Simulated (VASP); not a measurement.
Computed with PBEsol GGA, VASP's PBE PAW potentials (set 64) (plane waves; VASP).

A VASP calculation is set up with these files.

**KPOINTS**
```
k-points along high-symmetry lines
15
Line-mode
Reciprocal
  0.000000   0.000000   0.000000 ! GAMMA
 -0.500000  -0.500000   0.000000 ! X

 -0.500000  -0.500000   0.000000 ! X
 -0.375000  -0.375000   0.250000 ! U

 -0.375000   0.000000   0.375000 ! K
  0.000000   0.000000   0.000000 ! GAMMA

  0.000000   0.000000   0.000000 ! GAMMA
  0.000000   0.000000   0.500000 ! L

  0.000000   0.000000   0.500000 ! L
 -0.500000  -0.250000   0.250000 ! W

 -0.500000  -0.250000   0.250000 ! W
 -0.500000  -0.500000   0.000000 ! X
```

INCAR:
```
SYSTEM = MnS
PREC = Accurate; ENCUT = 400; LREAL = .False.
LASPH = .True.; ICHARG = 11
EDIFF = 1E-7; NELM = 100; ALGO = Normal
LMAXMIX = 4
ISMEAR = 0; SIGMA = 0.05
GGA = PS
MAGMOM = 0.1 4.1
ISPIN = 2
LWAVE = .False.; LCHARG = .False.; LORBIT = 11
```

File POSCAR:
```
MnS
1
    0.0000000000     2.7245715637     2.7245715637
    2.7245715637     0.0000000000     2.7245715637
    2.7245715637     2.7245715637    -0.0000000000
S Mn
1 1
Direct
  0.2500000000   0.2500000000   0.2500000000
  0.0000000000   0.0000000000   0.0000000000
```

POTCAR, in this order: S Mn_pv (PBE.64 set). Program: vasp_std. Read from the step before: CHGCAR.

Problem. What will the output report for the number of irreducible k-points (NKPTS), number of bands (NBANDS), largest plane-wave count, number of space-group operations, FFT grid (NGX, NGY, NGZ)?

Solution. 
```
Property                                       Value
--------------------------------------  ------------
number of irreducible k-points (NKPTS)            90
number of bands (NBANDS)                          15
largest plane-wave count                         754
number of space-group operations                  24
FFT grid (NGX, NGY, NGZ)                28 × 28 × 28
```

The structure was generated: MnS was put into the zincblende type (F-43m), which need not be its known phase. It was relaxed first, which changed the volume by -9 %.
